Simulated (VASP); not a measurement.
# MnAl2O4 with r2SCAN: from relaxation to properties

What structure and properties does r2SCAN give MnAl2O4, and how near are they to the measured ones? The steps: full relaxation (r2SCAN), single point with fields (r2SCAN), band structure (r2SCAN), total and projected DOS (r2SCAN), field gradients at the nuclei (r2SCAN) and independent-particle dielectric function (r2SCAN). The start is a computed cell from the Materials Project.

Calculated with VASP 6.6.1; r2SCAN, spin-polarised from a ferromagnetic start; plane waves and PAW (Mn_pv, Al, O).

Experimental background.

“Approaching the Ground State of Frustrated A-site Spinels: A Combined Magnetization and Polarized Neutron Scattering Study” (2014, arxiv:1405.4694) reports for MnAl2O4, cubic normal spinel, by powder X-ray diffraction, Rietveld (solid-state synthesis, slowly cooled, inversion about 0.014, 300 K): lattice constant a (cubic a) 8.20979 ± 4e-05 Å [room temperature; slight cation inversion x = 0.014(4); text gives a larger uncertainty …].

This is a report of a sequence of runs, with most program output left out.

**1. Set-up**

Before any relaxation, the start is as follows. It takes space group Fd-3m (No. 227, cubic). Conventional cell: a = 8.187 Å, b = 8.187 Å, c = 8.187 Å, α = 90.00°, β = 90.00°, γ = 90.00°. Nearest to Mn lie 4 O at 2.00 Å. Nearest to Al lie 6 O at 1.92 Å. O has 3 Al at 1.92 Å and 1 Mn at 2.00 Å nearest. Farther neighbours and most contacts between anions are not listed.

Structure file:

```xyz
14
Lattice="0.0000 4.0933 4.0933 4.0933 0.0000 4.0933 4.0933 4.0933 0.0000" Properties=species:S:1:pos:R:3 pbc="T T T"
Mn    6.1400    6.1400    6.1400
Mn    4.0933    4.0933    4.0933
Al    3.0700    3.0700    1.0233
Al    1.0233    3.0700    3.0700
Al    1.0233    1.0233    1.0233
Al    3.0700    1.0233    3.0700
O     7.2974    7.2974    7.2974
O     5.2508    2.9359    5.2508
O     7.2974    4.9825    4.9825
O     4.9825    4.9825    7.2974
O     2.9359    2.9359    2.9359
O     4.9825    7.2974    4.9825
O     5.2508    5.2508    2.9359
O     2.9359    5.2508    5.2508
```

**2. Full relaxation (r2SCAN)**

Properties are meant for the cell that this level of theory prefers, so cell and atoms are relaxed first (ISIF = 3) until forces and stress are small; EDIFFG sets the threshold. r2SCAN adds the kinetic-energy density, costs more than a GGA and is run with LASPH.

File INCAR:

```
SYSTEM = MnAl2O4
PREC = Accurate
ENCUT = 520
EDIFF = 1E-06
NELM = 100
ISMEAR = 0
SIGMA = 0.05
LREAL = .FALSE.
ALGO = Normal
METAGGA = R2SCAN
LASPH = .TRUE.
NBANDS = 69
ISPIN = 2
MAGMOM = 4 4 0 0 0 0 0 0 0 0 0 0 0 0
LMAXMIX = 4
LORBIT = 11
LWAVE = .FALSE.
LCHARG = .FALSE.
KPAR = 8
IBRION = 2
NSW = 60
ISIF = 3
EDIFFG = -0.01
```

File POSCAR:

```
MnAl2O4
1.0
    0.0000000000      4.0933241557      4.0933241557
    4.0933241557      0.0000000000      4.0933241557
    4.0933241557      4.0933241557      0.0000000000
Mn Al O
2 4 8
Direct
    0.7500000000      0.7500000000      0.7500000000
    0.5000000000      0.5000000000      0.5000000000
    0.1250000000      0.1250000000      0.6250000000
    0.6250000000      0.1250000000      0.1250000000
    0.1250000000      0.1250000000      0.1250000000
    0.1250000000      0.6250000000      0.1250000000
    0.8913810200      0.8913810200      0.8913810200
    0.3586189800      0.9241430600      0.3586189800
    0.3258569400      0.8913810200      0.8913810200
    0.8913810200      0.8913810200      0.3258569400
    0.3586189800      0.3586189800      0.3586189800
    0.8913810200      0.3258569400      0.8913810200
    0.3586189800      0.3586189800      0.9241430600
    0.9241430600      0.3586189800      0.3586189800
```

File KPOINTS:

```
Automatic mesh
0
Gamma
4 4 4
0 0 0
```

The projector-augmented-wave data sets are Mn_pv, Al and O (PBE family, release 64).

The run is started by

```bash
$ mpirun -np 8 vasp_std
```

Wall time 4.2 min (8 MPI ranks of AMD EPYC 9R45, shared host); peak memory 4.2 GiB; 32 min of CPU time.

The magnetic state follows from one typed start and may not be the lowest. Experiment finds antiferromagnetic order in this phase (below 40 K, arxiv:1405.4694), so this ferromagnetic run describes another state. The gap is read on the k-mesh alone, so it is an upper bound where the band edges lie off the mesh. The PAW data sets were made with PBE, which is usual practice but a small mismatch for other functionals. The run keeps the 48 symmetry operations of its start, so it cannot find a distortion of lower symmetry.

The steps of the relaxation:

```csv
step,energy less that of the first step (eV),largest force (eV/Å),pressure (GPa),volume (Å³)
1,0.0000,0.0000,0.64,137.17
2,0.0001,0.0234,-0.54,137.94
3,-0.0006,0.0107,0.11,137.51
4,-0.0006,0.0127,0.00,137.58
5,-0.0006,0.0068,0.00,137.60
```

```csv
"conventional cell, symmetrised",before,after,change
a (Å),8.187,8.195,+0.1 %
b (Å),8.187,8.195,+0.1 %
c (Å),8.187,8.195,+0.1 %
volume (Å³/atom),9.80,9.83,+0.3 %
```

Final coordinates:

```cif
data_structure
_symmetry_space_group_name_H-M 'P 1'
_symmetry_Int_Tables_number 1
_cell_length_a 5.7949
_cell_length_b 5.7949
_cell_length_c 5.7949
_cell_angle_alpha 60.000
_cell_angle_beta 60.000
_cell_angle_gamma 60.000
_cell_volume 137.60
loop_
_atom_site_label
_atom_site_type_symbol
_atom_site_fract_x
_atom_site_fract_y
_atom_site_fract_z
_atom_site_occupancy
Mn1 Mn 0.75000 0.75000 0.75000 1
Mn2 Mn 0.50000 0.50000 0.50000 1
Al3 Al 0.12500 0.12500 0.62500 1
Al4 Al 0.62500 0.12500 0.12500 1
Al5 Al 0.12500 0.12500 0.12500 1
Al6 Al 0.12500 0.62500 0.12500 1
O7 O 0.89142 0.89142 0.89142 1
O8 O 0.35858 0.92426 0.35858 1
O9 O 0.32574 0.89142 0.89142 1
O10 O 0.89142 0.89142 0.32574 1
O11 O 0.35858 0.35858 0.35858 1
O12 O 0.89142 0.32574 0.89142 1
O13 O 0.35858 0.35858 0.92426 1
O14 O 0.92426 0.35858 0.35858 1
```

This step gave:

```
electrons                                         : 86
bands                                             : 69
irreducible k points                              : 8
symmetry operations                               : 48
free energy (TOTEN)                               : -145.8261 eV
Fermi energy                                      : 7.184 eV
pressure                                          : -0.002137 GPa
moment of the cell, from the last line of the log : 10 μB
metallic                                          : no
valence top at k                                  : 0, 0, 0
conduction bottom at k                            : 0, 0, 0
least direct gap at k                             : 0, 0, 0
SCF cycles over all ionic steps                   : 49
gap on the k-mesh                                 : 2.522 eV
least direct gap on the k-mesh                    : 2.522 eV
```

Spin moment in the PAW sphere by atom:

```csv
atom,spin moment in the PAW sphere (μB)
Mn1,4.46
Mn2,4.46
Al3,0.01
Al4,0.01
Al5,0.01
Al6,0.01
O7,0.05
O8,0.05
O9,0.05
O10,0.05
O11,0.05
O12,0.05
O13,0.05
O14,0.05
```

It ends with a largest force of 0.007 eV/Å and a pressure of 0.00 GPa.

**3. Single point with fields (r2SCAN)**

A single point on the relaxed cell gives a clean self-consistent state, with density, ELF and potential written out.

Changes to INCAR since step 2:

```diff
@@ -17,7 +17,5 @@
 LWAVE = .FALSE.
-LCHARG = .FALSE.
-KPAR = 8
-IBRION = 2
-NSW = 60
-ISIF = 3
-EDIFFG = -0.01
+LCHARG = .TRUE.
+ISIF = 2
+LELF = .TRUE.
+LVHAR = .TRUE.
```

File POSCAR:

```
MnAl2O4
1.0
    0.0000000000      4.0975837901      4.0975837901
    4.0975837901      0.0000000000      4.0975837901
    4.0975837901      4.0975837901      0.0000000000
Mn Al O
2 4 8
Direct
    0.7500000000      0.7500000000      0.7500000000
    0.5000000000      0.5000000000      0.5000000000
    0.1250000000      0.1250000000      0.6250000000
    0.6250000000      0.1250000000      0.1250000000
    0.1250000000      0.1250000000      0.1250000000
    0.1250000000      0.6250000000      0.1250000000
    0.8914200262      0.8914200262      0.8914200262
    0.3585799738      0.9242600785      0.3585799738
    0.3257399215      0.8914200262      0.8914200262
    0.8914200262      0.8914200262      0.3257399215
    0.3585799738      0.3585799738      0.3585799738
    0.8914200262      0.3257399215      0.8914200262
    0.3585799738      0.3585799738      0.9242600785
    0.9242600785      0.3585799738      0.3585799738
```

KPOINTS is that of step 2.

The run is started by

```bash
$ mpirun -np 8 vasp_std
```

Elapsed: 91 s, on 8 MPI ranks; peak memory 1.5 GiB; 12 min of CPU time.

With spin, VASP writes an ELF for each channel.

This step gave:

* electronic steps: 18
* bands: 72
* Fermi energy: 7.08 eV
* pressure: 4.43e-4 GPa

Valence electrons inside each PAW sphere by angular momentum. Sphere charges, by row:

```csv
atom,s (e),p (e),d (e),tot (e)
Mn1,0.253,6.246,4.972,11.47
Mn2,0.253,6.246,4.972,11.47
Al3,0.3,0.389,0,0.688
Al4,0.3,0.389,0,0.688
Al5,0.3,0.389,0,0.688
Al6,0.3,0.389,0,0.688
O7,1.553,3.627,0,5.18
O8,1.553,3.627,0,5.18
O9,1.553,3.627,0,5.18
O10,1.553,3.627,0,5.18
O11,1.553,3.627,0,5.18
O12,1.553,3.627,0,5.18
O13,1.553,3.627,0,5.18
O14,1.553,3.627,0,5.18
```

Spin density in the ac plane at fractional y = 0.326, with atoms of O within 0.2 Å of it.

Ten even steps from '0' (0.00 e/Å³) to '9' (0.34 e/Å³), each cell a mean:
```
0000011000000110
0000012100000121
0000000000000011
0000000000000000
0000001221000000
0000002465200000
0000001499510000
0000000269620000
0000010024420010
0000012001210021
0000001100000011
0000000000000000
0000000000000000
0000000000000000
0000000000000000
0000000000000000
```
Columns run along a (5.8 Å), rows up along c (5.8 Å). Atoms in or near the plane, at fractional coordinates: O at (0.36, 0.36), O at (0.89, 0.89), O at (0.36, 0.92), O at (0.92, 0.36).

Valence density in the ac plane at fractional y = 0.326, with atoms of O within 0.2 Å of it. It is the smooth field of the valence electrons, not physical close to the nuclei.

Ten even steps from '_' (0.1 e/Å³) to '@' (7.1 e/Å³), each cell a mean:
```
________--%%%%--________::****--
..______..==##==..______..**@@**
::________..::::..________::****
..__________________________..::
________________________________
________________________________
________________________________
________....______________....__
..______::==--..__________::==--
--______--%%%%--__________::##%%
++..____..++%%==..________..==%%
::..______..--::..__________..--
________________________________
________________________________
________....____________________
________::++--..________..::..__
```
Columns run along a (5.8 Å), rows up along c (5.8 Å). Atoms in or near the plane, at fractional coordinates: O at (0.36, 0.36), O at (0.89, 0.89), O at (0.36, 0.92), O at (0.92, 0.36).

ELF of up spins in the ac plane at fractional y = 0.326, with atoms of O within 0.2 Å of it. It is the smooth field of the valence electrons, not physical close to the nuclei.

Ten even steps from '_' (0.04) to '@' (0.83), each cell a mean:
```
%%::::##@@####@@%%--..##@@%%%%@@
@@++..==%%@@##@@@@++__==@@%%++%%
@@**..__==%%@@@@%%++__..**@@%%%%
@@**..____--++++++::____..**@@@@
%%++..______........______..==##
--..________..::::::..________..
..__::==++--..::----::..::++++--
==..==%%@@%%++::::--::..++%%@@%%
%%----%%@@@@@@**::::::..++@@@@@@
@@**::++@@####@@++......++@@####
@@%%::::##%%##@@%%--____--%%@@##
@@%%--__--##@@@@@@++______==%%@@
%%**::____::++%%%%==________==##
==::..::--::::--==::__........::
____::**%%%%**--..__..++****++::
--__==%%@@@@@@%%==..--%%@@@@@@%%
```
Columns run along a (5.8 Å), rows up along c (5.8 Å). Atoms in or near the plane, at fractional coordinates: O at (0.36, 0.36), O at (0.89, 0.89), O at (0.36, 0.92), O at (0.92, 0.36).

In this run the pressure is 0.00 GPa, small enough to go on.

**4. Band structure (r2SCAN)**

The mesh alone shows little of the dispersion and can miss band extrema, so KPOINTS_OPT adds a path through the symmetry points after the self-consistent cycle.

File INCAR:

```
SYSTEM = MnAl2O4
PREC = Accurate
ENCUT = 520
EDIFF = 1E-06
NELM = 100
ISMEAR = 0
SIGMA = 0.05
LREAL = .FALSE.
ALGO = Normal
METAGGA = R2SCAN
LASPH = .TRUE.
NBANDS = 88
ISPIN = 2
MAGMOM = 4.46 4.46 0.009 0.009 0.009 0.009 0.046 0.046 0.046 0.046 0.046 0.046 0.046 0.046
LMAXMIX = 4
LORBIT = 11
LWAVE = .FALSE.
LCHARG = .FALSE.
KPAR = 8
```

POSCAR is that of step 3.

KPOINTS is that of step 3.

File KPOINTS_OPT:

```
Line mode
12
Line-mode
Reciprocal
  0.00000000   0.00000000   0.00000000 GAMMA
  0.50000000   0.00000000   0.50000000 X

  0.50000000   0.00000000   0.50000000 X
  0.50000000   0.25000000   0.75000000 W

  0.50000000   0.25000000   0.75000000 W
  0.37500000   0.37500000   0.75000000 K

  0.37500000   0.37500000   0.75000000 K
  0.00000000   0.00000000   0.00000000 GAMMA

  0.00000000   0.00000000   0.00000000 GAMMA
  0.50000000   0.50000000   0.50000000 L

  0.50000000   0.50000000   0.50000000 L
  0.62500000   0.25000000   0.62500000 U

  0.62500000   0.25000000   0.62500000 U
  0.50000000   0.25000000   0.75000000 W

  0.50000000   0.25000000   0.75000000 W
  0.50000000   0.50000000   0.50000000 L

  0.50000000   0.50000000   0.50000000 L
  0.37500000   0.37500000   0.75000000 K

  0.62500000   0.25000000   0.62500000 U
  0.50000000   0.00000000   0.50000000 X
```

The run is started by

```bash
$ mpirun -np 8 vasp_std
```

Elapsed: 10 min, on 8 MPI ranks; peak memory 4.5 GiB.

Numbers from this step:

| Item | Value |
| --- | --- |
| bands | 88 |
| Fermi energy | 7.094 eV |
| pressure | -0.001060 GPa |
| least gap on mesh and path | 2.522 eV |
| least direct gap on mesh and path | 2.522 eV |

Spin up. Electronic bands along the path, in eV, zero at the valence-band top; v1 is the highest filled band, c1 the lowest empty one:

```csv
point,v4,v3,v2,v1,c1,c2,c3,c4
Γ,-0.63,0.00,0.00,0.00,2.52,6.90,6.90,6.90
0.45 of the way,-0.61,-0.39,-0.18,-0.18,3.53,6.67,6.98,6.98
X,-0.75,-0.75,-0.30,-0.30,5.59,5.59,7.57,7.57
0.45 of the way,-0.71,-0.71,-0.35,-0.35,5.65,5.65,7.34,7.34
W,-0.66,-0.66,-0.42,-0.42,5.75,5.75,7.11,7.11
0.55 of the way,-0.70,-0.63,-0.52,-0.29,5.57,5.83,6.83,7.53
K,-0.69,-0.64,-0.58,-0.23,5.52,5.82,6.75,7.77
0.45 of the way,-0.62,-0.43,-0.38,-0.07,3.98,6.37,6.48,7.57
Γ,-0.63,0.00,0.00,0.00,2.52,6.90,6.90,6.90
0.45 of the way,-0.61,-0.42,-0.07,-0.07,3.29,6.23,7.13,7.13
L,-0.59,-0.59,-0.18,-0.18,4.79,5.24,7.23,7.71
0.45 of the way,-0.70,-0.62,-0.31,-0.18,4.99,5.54,6.93,7.77
U,-0.69,-0.64,-0.58,-0.23,5.52,5.82,6.75,7.77
0.55 of the way,-0.70,-0.63,-0.51,-0.31,5.59,5.83,6.87,7.45
W,-0.66,-0.66,-0.42,-0.42,5.75,5.75,7.11,7.11
0.55 of the way,-0.72,-0.63,-0.33,-0.21,5.05,5.62,6.89,7.72
L,-0.59,-0.59,-0.18,-0.18,4.79,5.24,7.23,7.71
0.45 of the way,-0.70,-0.62,-0.31,-0.18,4.99,5.54,6.93,7.77
K,-0.69,-0.64,-0.58,-0.23,5.52,5.82,6.75,7.77
jump to U,-0.69,-0.64,-0.58,-0.23,5.52,5.82,6.75,7.77
0.55 of the way,-0.73,-0.72,-0.37,-0.28,5.59,5.64,7.28,7.63
X,-0.75,-0.75,-0.30,-0.30,5.59,5.59,7.57,7.57
```

Of the projections kept (Mn, Al, O), the largest for each band there; the rest of the weight can lie on other orbitals:

```csv
point,v4,v3,v2,v1,c1,c2,c3,c4
Γ,Mn 0.68,Mn 0.70,Mn 0.70,Mn 0.70,O 0.53,Al 0.50,Al 0.50,Al 0.50
X,Mn 0.72,Mn 0.72,Mn 0.77,Mn 0.77,O 0.61,O 0.61,O 0.55,O 0.55
W,Mn 0.77,Mn 0.77,Mn 0.77,Mn 0.77,O 0.60,O 0.60,O 0.60,O 0.60
K,Mn 0.72,Mn 0.77,Mn 0.81,Mn 0.75,O 0.62,O 0.57,O 0.60,O 0.54
Γ,Mn 0.68,Mn 0.70,Mn 0.70,Mn 0.70,O 0.53,Al 0.50,Al 0.50,Al 0.50
L,Mn 0.68,Mn 0.68,Mn 0.75,Mn 0.75,O 0.62,O 0.52,Al 0.35,Mn 0.49
```

Spin down. Electronic bands along the path, in eV, zero at the valence-band top; v1 is the highest filled band, c1 the lowest empty one:

```csv
point,v4,v3,v2,v1,c1,c2,c3,c4
Γ,-3.15,-3.04,-3.04,-3.04,3.24,3.54,3.54,3.54
0.45 of the way,-3.41,-3.21,-3.00,-3.00,3.56,3.65,3.65,3.71
X,-3.39,-3.39,-2.95,-2.95,3.75,3.75,3.77,3.77
0.45 of the way,-3.42,-3.42,-2.99,-2.99,3.69,3.69,3.83,3.83
W,-3.47,-3.47,-3.05,-3.05,3.65,3.65,3.92,3.92
0.55 of the way,-3.52,-3.39,-3.09,-2.99,3.62,3.70,3.87,3.89
K,-3.55,-3.35,-3.11,-2.96,3.61,3.76,3.82,3.88
0.45 of the way,-3.37,-3.31,-3.08,-3.00,3.59,3.60,3.76,3.81
Γ,-3.15,-3.04,-3.04,-3.04,3.24,3.54,3.54,3.54
0.45 of the way,-3.27,-3.26,-3.00,-3.00,3.49,3.63,3.63,3.77
L,-3.29,-3.29,-2.99,-2.99,3.68,3.75,3.75,3.84
0.45 of the way,-3.41,-3.31,-3.09,-2.98,3.63,3.75,3.80,3.86
U,-3.55,-3.35,-3.11,-2.96,3.61,3.76,3.82,3.88
0.55 of the way,-3.51,-3.40,-3.09,-3.00,3.63,3.69,3.88,3.90
W,-3.47,-3.47,-3.05,-3.05,3.65,3.65,3.92,3.92
0.55 of the way,-3.42,-3.33,-3.11,-2.99,3.63,3.73,3.82,3.87
L,-3.29,-3.29,-2.99,-2.99,3.68,3.75,3.75,3.84
0.45 of the way,-3.41,-3.31,-3.09,-2.98,3.63,3.75,3.80,3.86
K,-3.55,-3.35,-3.11,-2.96,3.61,3.76,3.82,3.88
jump to U,-3.55,-3.35,-3.11,-2.96,3.61,3.76,3.82,3.88
0.55 of the way,-3.43,-3.38,-2.99,-2.96,3.68,3.75,3.78,3.82
X,-3.39,-3.39,-2.95,-2.95,3.75,3.75,3.77,3.77
```

Of the projections kept (Mn, Al, O), the largest for each band there; the rest of the weight can lie on other orbitals:

```csv
point,v4,v3,v2,v1,c1,c2,c3,c4
Γ,O 1.00,O 0.88,O 0.88,O 0.88,O 0.54,Mn 0.87,Mn 0.87,Mn 0.87
X,O 0.97,O 0.97,O 0.91,O 0.91,Mn 0.89,Mn 0.89,Mn 0.95,Mn 0.95
W,O 0.96,O 0.96,O 0.91,O 0.91,Mn 0.94,Mn 0.94,Mn 0.93,Mn 0.93
K,O 0.93,O 0.97,O 0.92,O 0.91,Mn 0.94,Mn 0.90,Mn 0.95,Mn 0.93
Γ,O 1.00,O 0.88,O 0.88,O 0.88,O 0.54,Mn 0.87,Mn 0.87,Mn 0.87
L,O 0.97,O 0.97,O 0.89,O 0.89,Mn 0.92,Mn 0.91,Mn 0.91,Mn 0.95
```

The path finds the gap of the mesh within 0.02 eV, so the mesh comes close to both band edges.

**5. Total and projected DOS (r2SCAN)**

A density of states needs more k-points than a total energy; ISMEAR = -5 takes tetrahedra, and LORBIT projects the states on the PAW spheres. The mesh is finer than in the run before.

Changes to INCAR since step 4:

```diff
@@ -5,3 +5,3 @@
 NELM = 100
-ISMEAR = 0
+ISMEAR = -5
 SIGMA = 0.05
@@ -19 +19,2 @@
 KPAR = 8
+NEDOS = 2001
```

POSCAR is that of step 4.

File KPOINTS:

```
Automatic mesh
0
Gamma
6 6 6
0 0 0
```

The run is started by

```bash
$ mpirun -np 8 vasp_std
```

It took 3.1 min on 8 MPI ranks; peak memory 4.8 GiB; 24 min of CPU time.

This step gave:

```yaml
irreducible_k_points: 16
free_energy_toten: -145.8266 eV
fermi_energy: 6.873 eV
pressure: -0.001306 GPa
```

The density of states has structure finer than the step of the table below, so its rows give means over 1 eV, whole bins alone (the curve runs from -12.0 to 8.06 eV). Peaks (eV: height): total down -3.7: 15.2, -3.3: 11.3, -3.0: 16.9, 3.9: 21.7; total up -4.1: 14.4, -3.7: 11.6, -1.6: 13.2, -0.7: 12.2; O p up -4.2: 6.66, -4.1: 8.43, -3.7: 7.37, -3.4: 7.85; O p down -4.1: 6.27, -3.7: 10.1, -3.3: 7.96, -3.0: 12.0; Mn d up -1.6: 11.1, -1.4: 7.32, -1.1: 6.21, -0.7: 7.02.

States under -12.0 eV and over 8.1 eV are left out. The density of states by energy, zero at the valence-band top; means over each step; 7 of 15 lines; values in states/eV/cell:

```csv
energy (eV),total down,total up,O p up,O p down,Mn d up,Mn d down,Al p up
-9,0,0,0,0,0,0,0
-8,1.27,2.61,1.19,0.579,0.0881,0.00952,0.0277
-7,5.34,4.44,2.11,2.62,0.227,0.0986,0.183
-6,2.00,3.00,1.60,1.07,0.185,0.0281,0.132
-5,3.27,4.47,2.41,1.94,0.615,0.0556,0.108
-4,7.54,7.98,4.79,4.91,0.927,0.239,0.151
-3,4.53,1.47,0.991,3.19,0.0770,0.126,0.0229
-2,0,2.15,0.185,0,1.77,0,0.0125
-1,0,5.63,0.951,0,3.90,0,0.0363
0,0,2.20,0.478,0,1.45,0,0.00668
1,0,0,0,0,0,0,0
2,0,0,0,0,0,0,0
3,0.0527,0.0802,0.00888,0.00188,1.2e-4,0.0303,6.9e-4
4,7.93,0.285,0.0479,0.418,0.00241,5.87,0.00550
5,2.34,0.616,0.128,0.123,0.0129,1.88,0.0162
6,0.575,0.963,0.150,0.0771,0.0476,0.105,0.0317
7,1.10,1.64,0.194,0.130,0.0851,0.0892,0.0633
```

The gap on this mesh is 2.52 eV. In the top eV of the valence band the largest shares in the PAW spheres are Mn d 65 % and O p 20 %; in the lowest eV of the conduction band, Mn d 25 %, O s 12 % and O p 8 %. The rest lies in smaller channels or between the spheres.

[end of part 1 of 2]

[Lines on the potential files, build, host, timing and source positions are cut from VASP's logs without a mark.]

[Logs are printed without paths, hosts, clocks, repeated set-up lines and the standing remarks that a program may print on its own settings, such as how far it seeks lower states.]

[Hosts, paths, dates, database ids (printed as entryN), source tags and the programs' standing remarks are cut or masked in the printed files.]

[A measured line is paired with the nearest computed mode of its activity, which favours agreement.]
